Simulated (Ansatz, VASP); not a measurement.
# Cross-check of GaN between VASP and Ansatz

Wanted: the spread between two codes on one cell, functional and k mesh. The cell is taken from a series of runs on this material, whose earlier steps may have relaxed, scaled, displaced or heated it; both programs get it as it stands.

Program: Ansatz 0.2.0. Level of theory: plane waves, with VASP 6.6.1 beside it; zone-centre phonons at LDA. Results are calculated unless marked as measured.

### Step 1. Set-up

It takes space group F-43m (No. 216, cubic). The conventional cell has a = 4.455 Å, b = 4.455 Å, c = 4.455 Å, α = 90.00°, β = 90.00°, γ = 90.00°. N has 4 Ga at 1.93 Å nearest. Nearest to Ga lie 4 N at 1.93 Å. Farther neighbours and most contacts between anions are not listed.

As a file:

```
N Ga
1.0
     0.00000    2.22760    2.22760
     2.22760    0.00000    2.22760
     2.22760    2.22760    0.00000
N Ga
1 1
Direct
  0.25000 0.25000 0.25000
  0.00000 0.00000 0.00000
```

### Step 2. Ansatz: zone-centre phonons, LDA

Ansatz runs on its PAW soft_1 files.

Second derivatives magnify differences that forces hide, and they need a tight electronic threshold.

Input file input.yaml:

```yaml
crystal:
  lattice:
    - [0.0, 2.2276025184, 2.2276025184]
    - [2.2276025184, 0.0, 2.2276025184]
    - [2.2276025184, 2.2276025184, 0.0]
  atoms:
    - { symbol: "N", position: [0.25, 0.25, 0.25] }
    - { symbol: Ga, position: [0.0, 0.0, 0.0] }
total_charge: 0.004422
kpoints:
  mp_grid: { grid: [24, 24, 24] }
hamiltonian:
  xc: lda
  pseudopotentials: { kind: paw, azcp: { folder: soft_1 }, xc_functional: pbe }
scf:
  occupations: { method: fermi_dirac, width: 0.03 }
output:
  eigenvalues: true
phonons:
  method: dfpt
```

On the command line:

```
$ ansatz run input.yaml --threads 8 --pin off --max-ram 16384MiB --backend cpu --events-out ev --progress --plain --runs-dir out
```

Numbers of over 12 decimals in the logs are rounded to 6 here.

The program printed:

```text
zone centre: on kpoints.mp_grid the ground state, and the responses unless they are solved on pairs of k-points, stand on 1063 of the mesh's 13824 k-points, reduced under 8 symmetry operations, with k and −k counted as one. Each operation leaves every solved displacement unchanged or reverses it
Engine: ansatz 0.2.0, aarch64-unknown-linux-gnu
Pseudopotentials: kind: paw
Pseudopotential: N, paw, valence charge 5, recommended cutoff 420 eV (normal), soft_1/N.paw.azcp
Pseudopotential: Ga, paw, valence charge 13, recommended cutoff 420 eV (normal), soft_1/Ga.paw.azcp
Functional definition: SPW92
  exchange = slater_x
  correlation = pw_c
Crystal: 2 atoms, lattice volume = 22.108 Å³
Basis set: ecut = 420 eV, 411 PW (Γ), exchange–correlation on 48×48×48 points (8 copies of the dense FFT grid, shifted against one another)
Bands: 13, of which v1, the nominal top of the filled ones, is band 9 counted from 1 (8 counted from 0)
Symmetry: 24 space group operations
k-points: 1063 of 13824 (irreducible under 8 space group operations, time reversal used)
Non-local potential: N, projectors of the file, l = 0: 2, l = 1: 2, l = 2: 1
Non-local potential: Ga, projectors of the file, l = 0: 2, l = 1: 2, l = 2: 3, l = 3: 1
PAW form: soft (Blöchl's): semilocal exchange-correlation on the pseudo side does not see the compensation charge
PAW frozen core: N, regenerated for the run's functional, and the local potential with it (the file was generated under x = pbe(κ = 0.804, μ = 0.219515), c = pbe(β = 0.066725))
PAW frozen core: Ga, regenerated for the run's functional, and the local potential with it (the file was generated under x = pbe(κ = 0.804, μ = 0.219515), c = pbe(β = 0.066725))
PAW one-centre angular grid: N, 110 points (default); XC on 64 Gauss nodes
PAW one-centre angular grid: Ga, 590 points (default); XC on 64 Gauss nodes
Initial density: superposition of atomic densities (chi_scale 0.1, normalization cell, long waves kept (reshape's long-wave potential 0.00 eV rms))
Initial wavefunctions: pseudopotential atomic-orbital guess
Functional: x = slater, c = lda
SCF iter   1: F=—  HF=-4082.778990 eV  |F-HF|=—  |Δ(HF+E_count)|=         —  Δρ=1.07e-1  dr2=2.22e0  ethr=3.10e-3  ⟨swp⟩=4.6  Hψ=70658  notcnv=0
preconditioner: auto → none  [metal: Δε(μ)=0.017 eV  Ē_g=19.340 eV  σ=0.030 eV  W_gap=0.14  n_scr=8 (ndim 8)  ℏωp=33.5 eV  f_vac=0.000  D(μ)=0.11/eV (n_scr^D=0)  sad-step TF]
SCF iter   2: F=—  HF=-4082.436546 eV  |F-HF|=—  |Δ(HF+E_count)|=   3.42e-1  Δρ=6.66e-2  dr2=9.89e-1  ethr=3.10e-3  ⟨swp⟩=2.0  Hψ=26561  notcnv=0
SCF iter   3: F=—  HF=-4082.151523 eV  |F-HF|=—  |Δ(HF+E_count)|=   2.85e-1  Δρ=1.10e-2  dr2=1.61e-2  ethr=3.10e-3  ⟨swp⟩=2.3  Hψ=23331  notcnv=0
SCF iter   4: F=—  HF=-4082.131418 eV  |F-HF|=—  |Δ(HF+E_count)|=   2.01e-2  Δρ=5.44e-3  dr2=2.90e-3  ethr=8.94e-5  ⟨swp⟩=2.4  Hψ=35921  notcnv=0
SCF iter   5: F=—  HF=-4082.131244 eV  |F-HF|=—  |Δ(HF+E_count)|=   1.74e-4  Δρ=1.15e-3  dr2=1.24e-4  ethr=1.61e-5  ⟨swp⟩=2.0  Hψ=27036  notcnv=0
SCF iter   6: F=—  HF=-4082.131250 eV  |F-HF|=—  |Δ(HF+E_count)|=   5.87e-6  Δρ=8.88e-5  dr2=1.07e-6  ethr=6.88e-7  ⟨swp⟩=2.0  Hψ=20101  notcnv=0
SCF iter   7: F=—  HF=-4082.131250 eV  |F-HF|=—  |Δ(HF+E_count)|=   6.51e-8  Δρ=8.02e-6  dr2=5.46e-9  ethr=5.95e-9  ⟨swp⟩=2.8  Hψ=24465  notcnv=0
SCF iter   8: F=—  HF=-4082.131250 eV  |F-HF|=—  |Δ(HF+E_count)|=   1.57e-9  Δρ=6.86e-7  dr2=3.75e-11  ethr=3.03e-11  ⟨swp⟩=2.2  Hψ=21900  notcnv=0
SCF iter   9: F=-4082.131250 eV  HF=-4082.131250 eV  |F-HF|=4.55e-13  |Δ(HF+E_count)|=  1.09e-11  Δρ=4.45e-8  dr2=3.00e-13  ethr=1.00e-12  ⟨swp⟩=5.0  Hψ=51482  notcnv=0
SCF 1 converged in 9 iterations: F = -4082.131250 eV  dr2 = 3.00e-13
  greatest PAW one-centre occupation: 0.996 electrons in one spin orbital (limit 2), on the Ga atom at site 1 (counted from 0), in its partial waves of l = 2
DFPT response loops at Γ: preconditioner auto → Kerker (q_TF=auto, 2.636 Å⁻¹) (partly filled bands, converged f_vac=0.000); β = 1.00, the filter's whole step (`scf.mixing.beta` (0.50) is not read by the response loops under this deck's `scf.mixing.preconditioner`; to damp them name `kerker` or `kerker_dos`, under which they read `scf.mixing.beta`, and type it under 1.00, their step now; both keys bind the ground state too); Broyden in place of MSR1
SCF converged after 9 iterations
Free energy (F): -4082.131250 eV
Harris-Foulkes:  -4082.131250 eV  (|F-HF|=4.55e-13)
Internal energy: -4082.130948 eV  (E = F + TS)
E sigma→0 (E₀):  -4082.131099 eV
Entropy (-TS):   -0.000302 eV (-0.151 meV/atom)
Fermi energy:    9.779626 eV
--- Per-component energies (eV) ---
  E_band       = -4.868824
  E_kinetic    = 241.699686
  E_local      = -1390.161546  (includes V_loc(G=0)·N_el)
  E_nonlocal   = -51.799396
  E_hartree    = 883.305565
  E_xc         = -121.794939
  E_vxc        = -131.372392  (∫ρ·V_xc dr)
  E_paw        = -2039.299023  (= ΣΔE_a)
  E_vpaw       = -439.846934  (= ΣTr[D̂ρ^β])
  E_aug_tail   = 0.000639  (compensation charges beyond the density's cutoff)
  E_ewald      = -1605.890460
  E_core_change = 1.808525  (= ΣΔE_core)
  E_smearing   = -0.000302  (= −TS)
  E_closure    = -0.000000  (closes the sum)
  E_deformation_potential = 0.082318  (in the stress; not in F)
  Σ components = -4082.131250   (vs F -4082.131250, Δ=0.00e0)
--- Band table (eV; the first three rows and the last of 1063) ---
  k-point 0: bands = [... 5 lower, -3.4683, 9.8005, 9.8005, 9.8005, 11.7661, 20.1492, 20.1492, 20.1492]
  k-point 1: bands = [... 5 lower, -3.4687, 9.5562, 9.7798, 9.7798, 11.9634, 20.0461, 20.1819, 20.1819]
  k-point 2: bands = [... 5 lower, -3.4695, 8.9916, 9.7203, 9.7203, 12.3889, 19.7786, 20.2723, 20.2723]
  k-point 1062: bands = [... 5 lower, -1.2746, 3.8920, 5.9102, 5.9408, 15.9948, 18.3796, 20.2323, 20.8614]
--- Phonons (Γ-DFPT): 2 representative perturbations + reference, on 1063 of 13824 k-points (Σ response iterations 6) ---
  k mesh reduced under 8 symmetry operations, with k and −k counted as one. Each operation leaves every solved displacement unchanged or reverses it
  ASR residual: 1.836e-5 → 0.000e0 eV/Å²; symmetrization residual: 1.303e-6 eV/Å²
  ASR residual per site (eV/Å²): 1.84e-5 1.73e-5
  Γ frequencies (cm⁻¹): 0.00 0.00 0.00 548.27 548.27 548.27
  non-analytic LO–TO correction: not included (Born effective charges unavailable; polar crystals: no LO–TO splitting at Γ)
```

### Step 3. VASP: zone-centre phonons, LDA

The same cell, functional (in two slightly different forms), mesh and smearing now go to VASP, with its own data sets.

Lines of VASP's logs that name or quote its potential files are left out, and so is its time.

Input file INCAR:

```
SYSTEM = GaN
PREC = Accurate
ENCUT = 600
EDIFF = 1E-08
NELM = 120
ISMEAR = -1
SIGMA = 0.03
LREAL = .FALSE.
ALGO = Normal
GGA = CA
NELECT = 17.995578
NBANDS = 14
LORBIT = 11
LWAVE = .FALSE.
LCHARG = .FALSE.
ISIF = 2
IBRION = 8
LASPH = .TRUE.
GGA_COMPAT = .FALSE.
KPAR = 2
```

Input file POSCAR:

```
GaN
1.0
    0.0000000000      2.2276025184      2.2276025184
    2.2276025184      0.0000000000      2.2276025184
    2.2276025184      2.2276025184      0.0000000000
N Ga
1 1
Direct
    0.2500000000      0.2500000000      0.2500000000
    0.0000000000      0.0000000000      0.0000000000
```

Input file KPOINTS:

```
Automatic mesh
0
Gamma
24 24 24
0 0 0
```

The projector-augmented-wave data sets are N and Ga_d (LDA family, release 64).

On the command line:

```
$ mpirun -np 2 vasp_std
```

The program printed:

```text
[banner, memory and clock lines left out]
running    2 mpi-ranks, on    1 nodes
 distrk:  each k-point on    1 cores,    2 groups
 distr:  one band on    1 cores,    1 groups

 POSCAR found type information on POSCAR N Ga
 POSCAR found :  2 types and       2 ions
 LDA part: xc-table for (Slater(with rela. corr.)+CA(PZ))
 , standard interpolation
 POSCAR, INCAR and KPOINTS ok, starting setup
 FFT: planning ... GRIDC
 FFT: planning ... GRID_SOFT
 FFT: planning ... GRID
 WAVECAR not read
 entering main loop
       N       E                     dE             d eps       ncg     rms          rms(c)
DAV:   1     0.893193518094E+02    0.89319E+02   -0.95801E+03 12702   0.235E+03
DAV:   2    -0.933325032773E+01   -0.98653E+02   -0.91983E+02 13482   0.369E+02
DAV:   3    -0.159512951970E+02   -0.66180E+01   -0.65822E+01 12692   0.826E+01
DAV:   4    -0.160350700821E+02   -0.83775E-01   -0.83751E-01 13202   0.991E+00
DAV:   5    -0.160362421682E+02   -0.11721E-02   -0.11721E-02 13078   0.112E+00BRMIX: very serious problems
 the old and the new charge density differ
 old charge density:    18.00000 new   17.99558
BRMIX: very serious problems
 the old and the new charge density differ
 old charge density:    18.00000 new   17.99558
    0.759E+00
DAV:   6    -0.140228186612E+02    0.20134E+01   -0.53857E+00 17334   0.473E+01    0.265E+00
DAV:   7    -0.139961352568E+02    0.26683E-01   -0.27301E-01 12392   0.685E+00    0.168E+00
DAV:   8    -0.139715502352E+02    0.24585E-01   -0.71664E-02 12554   0.329E+00    0.688E-01
DAV:   9    -0.139681846261E+02    0.33656E-02   -0.13777E-02 15762   0.278E+00    0.192E-01
DAV:  10    -0.139682258619E+02   -0.41236E-04   -0.15813E-03 14060   0.620E-01    0.610E-02
DAV:  11    -0.139681766075E+02    0.49254E-04   -0.19204E-04 17140   0.280E-01    0.735E-03
DAV:  12    -0.139681781202E+02   -0.15128E-05   -0.15662E-05 11984   0.534E-02    0.104E-03
DAV:  13    -0.139681781538E+02   -0.33560E-07   -0.56507E-07 13778   0.125E-02    0.646E-04
DAV:  14    -0.139681781557E+02   -0.19500E-08   -0.22989E-08 11082   0.149E-03
   1 F= -.13968178E+02 E0= -.13968027E+02  d E =-.302063E-03
 Linear response reoptimize wavefunctions to high precision
DAV:   1    -0.139681781556E+02    0.16234E-09   -0.14485E-09  8138   0.497E-04
DAV:   2    -0.139681781556E+02   -0.33651E-10   -0.33911E-10  6040   0.176E-04
 Linear response DOF=           2
 Linear response progress:
  Degree of freedom:   1/  2
       N       E                     dE             d eps       ncg     rms          rms(c)
RMM:   1    -0.236198889735E+00   -0.23620E+00    0.90540E-02129107   0.433E+00
RMM:   2    -0.227155705712E+00    0.90432E-02   -0.92138E-03 93237   0.113E+00    0.143E-01
RMM:   3    -0.228230816377E+00   -0.10751E-02   -0.16336E-03103454   0.371E-01    0.699E-02
RMM:   4    -0.229443886925E+00   -0.12131E-02   -0.38347E-04101860   0.147E-01    0.176E-02
RMM:   5    -0.229519573548E+00   -0.75687E-04   -0.12765E-05104444   0.339E-02    0.301E-03
RMM:   6    -0.229472326893E+00    0.47247E-04   -0.81664E-07101859   0.900E-03    0.119E-03
RMM:   7    -0.229467306892E+00    0.50200E-05   -0.57215E-08107976   0.228E-03    0.331E-04
RMM:   8    -0.229464836697E+00    0.24702E-05   -0.84902E-09106347   0.623E-04    0.297E-05
RMM:   9    -0.229464448550E+00    0.38815E-06   -0.21178E-09108403   0.178E-04    0.127E-05
RMM:  10    -0.229464610076E+00   -0.16153E-06   -0.11688E-09107183   0.673E-05    0.986E-07
RMM:  11    -0.229464599083E+00    0.10993E-07   -0.96586E-10106276   0.278E-05    0.435E-07
RMM:  12    -0.229464602567E+00   -0.34838E-08   -0.10566E-09 93100   0.158E-05    0.183E-07
 first order change of Fermi-energy   0.24297E-03
 force on displaced ion       1 direction 1 : -13.134   0.000   0.000
 Linear response progress:
  Degree of freedom:   2/  2
       N       E                     dE             d eps       ncg     rms          rms(c)
RMM:   1    -0.163261433049E+00   -0.16326E+00    0.27195E-01 71201   0.988E+00
RMM:   2    -0.161101861651E+00    0.21596E-02   -0.38157E-02107019   0.186E+00    0.588E-02
RMM:   3    -0.161305076139E+00   -0.20321E-03   -0.21959E-03107336   0.412E-01    0.351E-02
RMM:   4    -0.160948923300E+00    0.35615E-03   -0.15186E-04112221   0.120E-01    0.359E-03
RMM:   5    -0.160940723304E+00    0.82000E-05    0.54636E-08114329   0.363E-02    0.198E-03
RMM:   6    -0.160932353563E+00    0.83697E-05    0.61353E-06114394   0.125E-02    0.382E-04
RMM:   7    -0.160932528822E+00   -0.17526E-06    0.37718E-06116239   0.451E-03    0.172E-04
RMM:   8    -0.160932470312E+00    0.58510E-07    0.27606E-06116441   0.163E-03    0.302E-05
RMM:   9    -0.160932471585E+00   -0.12732E-08    0.13112E-06116209   0.635E-04    0.797E-06
RMM:  10    -0.160932427870E+00    0.43715E-07    0.88918E-07116548   0.265E-04    0.175E-06
RMM:  11    -0.160932491590E+00   -0.63721E-07    0.13826E-07116932   0.120E-04    0.117E-06
RMM:  12    -0.160932484790E+00    0.68007E-08    0.14261E-07117234   0.619E-05    0.456E-07
RMM:  13    -0.160932490825E+00   -0.60350E-08    0.43540E-08103270   0.356E-05    0.252E-07
 first order change of Fermi-energy  -0.11220E-04
 force on displaced ion       2 direction 1 : -13.118   0.000   0.000
 Linear response finished
```

Parts of OUTCAR (step 3):

```text
NELECT = 17.995578

 ion  position               nearest neighbor table
   1  0.250  0.250  0.250-   2 1.93   2 1.93   2 1.93   2 1.93
   2  0.000  0.000  0.000-   1 1.93   1 1.93   1 1.93   1 1.93

  LATTYP: Found a face centered cubic cell.
 ALAT       =     4.4552050368

 Subroutine GETGRP returns: Found 24 space group operations
 (whereof 24 operations were pure point group operations)

The static configuration has the point symmetry T_d .

 Found    413 irreducible k-points:

   k-points           NKPTS =    413   k-points in BZ     NKDIM =    413   number of bands    NBANDS=     14

   dimension x,y,z NGX =    28 NGY =   28 NGZ =   28
   dimension x,y,z NGXF=    56 NGYF=   56 NGZF=   56

   ENCUT  =  600.0 eV  44.10 Ry    6.64 a.u.   6.29  6.29  6.29*2*pi/ulx,y,z

 k-points in reciprocal lattice and weights: Automatic mesh
   0.00000000  0.00000000  0.00000000       0.000
   0.04166667  0.00000000  0.00000000       0.001
   0.08333333  0.00000000  0.00000000       0.001
   0.12500000  0.00000000  0.00000000       0.001
   0.16666667  0.00000000  0.00000000       0.001
   0.20833333  0.00000000  0.00000000       0.001
   0.25000000  0.00000000  0.00000000       0.001
   0.29166667  0.00000000  0.00000000       0.001
   0.33333333  0.00000000  0.00000000       0.001
[...]
-0.29166667  0.50000000  0.20833333       0.001
  -0.25000000  0.50000000  0.25000000       0.000

 average (electrostatic) potential at core
       1 -61.6471       2 -64.3652

  Total        0.0916846      0.0916846      0.0916846      0.0000000      0.0000000      0.0000000
  in kB        6.6445228      6.6445228      6.6445228      0.0000000      0.0000000      0.0000000
  external PRESSURE =       6.6445228 kB  Pullay stress =       0.0000000 kB

  energy-cutoff  :      600.00
  volume of cell :       22.11
      direct lattice vectors                 reciprocal lattice vectors
     0.000000000  2.227602518  2.227602518    -0.224456561  0.224456561  0.224456561
     2.227602518  0.000000000  2.227602518     0.224456561 -0.224456561  0.224456561
     2.227602518  2.227602518  0.000000000     0.224456561  0.224456561 -0.224456561

 POSITION                                       TOTAL-FORCE (eV/Angst)
 -----------------------------------------------------------------------------------
      1.11380      1.11380      1.11380        -0.000000     -0.000000     -0.000000
      0.00000      0.00000      0.00000         0.000000      0.000000      0.000000
 -----------------------------------------------------------------------------------
    total drift:                               -0.000000     -0.000000      0.000000

 Eigenvectors and eigenvalues of the dynamical matrix
 ----------------------------------------------------

   1 f  =   16.590527 THz   104.241354 2PiTHz  553.400406 cm-1    68.612875 meV
             X         Y         Z           dx          dy          dz
      1.113801  1.113801  1.113801    -0.909535    0.075397    0.000000
      0.000000  0.000000  0.000000     0.407335   -0.033766    0.000000

   2 f  =   16.590527 THz   104.241354 2PiTHz  553.400406 cm-1    68.612875 meV
             X         Y         Z           dx          dy          dz
      1.113801  1.113801  1.113801    -0.075397   -0.909535    0.000000
      0.000000  0.000000  0.000000     0.033766    0.407335    0.000000

   3 f  =   16.590527 THz   104.241354 2PiTHz  553.400406 cm-1    68.612875 meV
             X         Y         Z           dx          dy          dz
      1.113801  1.113801  1.113801    -0.000000    0.000000   -0.912654
      0.000000  0.000000  0.000000    -0.000000    0.000000    0.408732

   4 f/i=    0.003695 THz     0.023214 2PiTHz    0.123237 cm-1     0.015279 meV
             X         Y         Z           dx          dy          dz
      1.113801  1.113801  1.113801    -0.031518    0.188659   -0.361215
      0.000000  0.000000  0.000000    -0.070376    0.421255   -0.806554

   5 f/i=    0.003695 THz     0.023214 2PiTHz    0.123237 cm-1     0.015279 meV
             X         Y         Z           dx          dy          dz
      1.113801  1.113801  1.113801    -0.403145   -0.067350    0.000000
      0.000000  0.000000  0.000000    -0.900179   -0.150386    0.000000

   6 f/i=    0.003695 THz     0.023214 2PiTHz    0.123237 cm-1     0.015279 meV
             X         Y         Z           dx          dy          dz
      1.113801  1.113801  1.113801    -0.059520    0.356277    0.191273
      0.000000  0.000000  0.000000    -0.132903    0.795529    0.427093

 ELASTIC MODULI CONTR FROM IONIC RELAXATION (kBar)
 Direction    XX          YY          ZZ          XY          YZ          ZX
 --------------------------------------------------------------------------------
 XX          -0.0000     -0.0000     -0.0000     -0.0000      0.0000      0.0000
 YY          -0.0000     -0.0000     -0.0000     -0.0000     -0.0000     -0.0000
 ZZ          -0.0000     -0.0000     -0.0000      0.0000     -0.0000      0.0000
 XY          -0.0000     -0.0000      0.0000   -481.1193      0.0000      0.0000
 YZ           0.0000     -0.0000     -0.0000      0.0000   -481.1193      0.0000
 ZX           0.0000     -0.0000      0.0000      0.0000      0.0000   -481.1193
 --------------------------------------------------------------------------------
```

### Step 4. Side by side

Known differences besides the potentials themselves: the two LDA forms differ slightly; the cutoff is 420 eV in Ansatz and 600 eV in VASP; VASP's log shows a relativistic correction to its local exchange, Ansatz's none. Total energies have different zeros and are not compared.

The two programs side by side:

| quantity | Ansatz | VASP | difference |
| --- | --- | --- | --- |
| optical mode 1 to 3 (cm⁻¹) | 548.3 | 553.4 | -0.93 % |

Modes are paired by rising frequency, not by their patterns, so a pair may set unlike modes beside each other; they are those without the splitting of longitudinal modes. The cell carries a charge of +0.004422 e against a uniform background, so its pressure also hangs on how the neutralising background is counted, and in a defect's cell a gap may be the spacing between its levels.

### Step 5. Outcome

- r.m.s. difference of the optical zone-centre modes, each program's sorted by frequency (zone-centre phonons, LDA): 5.1 cm⁻¹
- difference in optical mode 1 to 3 (zone-centre phonons, LDA): -0.9 %

What this shows: The r.m.s. difference of the optical zone-centre modes, each program's sorted by frequency is 5.1 cm⁻¹ (zone-centre phonons, LDA). Among the rows given in per cent, the largest difference of the zone-centre phonons, LDA pair is in optical mode 1 to 3, -0.9 %. How closely two codes agree says nothing of how well the functional describes the real material.

[Lines on the potential files, build, host, timing and source positions are cut from VASP's logs without a mark.]

[Logs are printed without paths, hosts, clocks, repeated set-up lines and the standing remarks that a program may print on its own settings, such as how far it seeks lower states.]

[Hosts, paths, dates, database ids (printed as entryN), source tags and the programs' standing remarks are cut or masked in the printed files.]
